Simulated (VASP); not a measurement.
An input for Ansatz (written as the equivalent of a VASP run, and not itself run):

Ansatz 0.2 input:
```yaml
crystal:
  lattice:
    - [3.4603732, 0.0000000, 0.0000000]
    - [0.0000000, 3.4603732, 0.0000000]
    - [0.0000000, 0.0000000, 3.4603732]
  atoms:
    - { symbol: Al, position: [0.0000000, 0.0000000, 0.0000000] }
    - { symbol: Ni, position: [0.0000000, 0.5000000, 0.5000000], spin: 0.3 }
    - { symbol: Ni, position: [0.5000000, 0.0000000, 0.5000000], spin: 0.3 }
    - { symbol: Ni, position: [0.5000000, 0.5000000, 0.0000000], spin: 0.3 }
kpoints:
  mp_grid: { grid: [9, 9, 9] }
hamiltonian:
  xc: pbe
  pseudopotentials: { kind: paw }
magnetization: { spin_polarized: true }
scf:
  occupations: { method: methfessel_paxton, width: 0.1 }
  max_iter: 100
relax:
  max_steps: 40
  f_tol: 0.02
  cell: { p_target: 20 }
output: { forces: true, stress: true, eigenvalues: true }
```

Question: Write the VASP files for the same calculation (PBE).

Answer: Several could match; the one computed here: 
**POSCAR**
```
Ni3Al
1
    3.4603732095     0.0000000000     0.0000000000
    0.0000000000     3.4603732095     0.0000000000
   -0.0000000000     0.0000000000     3.4603732095
Al Ni
1 3
Direct
  0.0000000000   0.0000000000   0.0000000000
  0.0000000000   0.5000000000   0.5000000000
  0.5000000000   0.0000000000   0.5000000000
  0.5000000000   0.5000000000   0.0000000000
```

### KPOINTS
```
kpoints
0
gamma
 9 9 9
0 0 0
```

INCAR:
```
! general
SYSTEM =Ni3Al
PREC   =Accurate
ENCUT  =500
LREAL  =.False.
LASPH  =.True.

! electronic loop
EDIFF  =1E-6
NELM   =100
ALGO   =Normal
LMAXMIX=4

! smearing
ISMEAR =1
SIGMA  =0.1

! functional
GGA    =PE

! spin
ISPIN  =2
MAGMOM =-0.0 0.3 0.3 0.3

! ions
IBRION =2
NSW    =40
ISIF   =3
EDIFFG =-0.02
PSTRESS=200

! output
LWAVE  =.False.
LCHARG =.False.
LORBIT =10
```

POTCAR, in this order: Al Ni (PBE.64 set). Program: vasp_std.

What does not carry over: each code has its own PAW files, so the cut-off isn't converted (ENCUT is set for VASP's; basis.ecutwfc is left out, and Ansatz then takes the one that its files recommend); Ansatz stops its SCF on the density residual and VASP on the energy change (EDIFF).

The compound is Ni3Al in the L1_2 structure. It was relaxed first under an external pressure of 20 GPa.
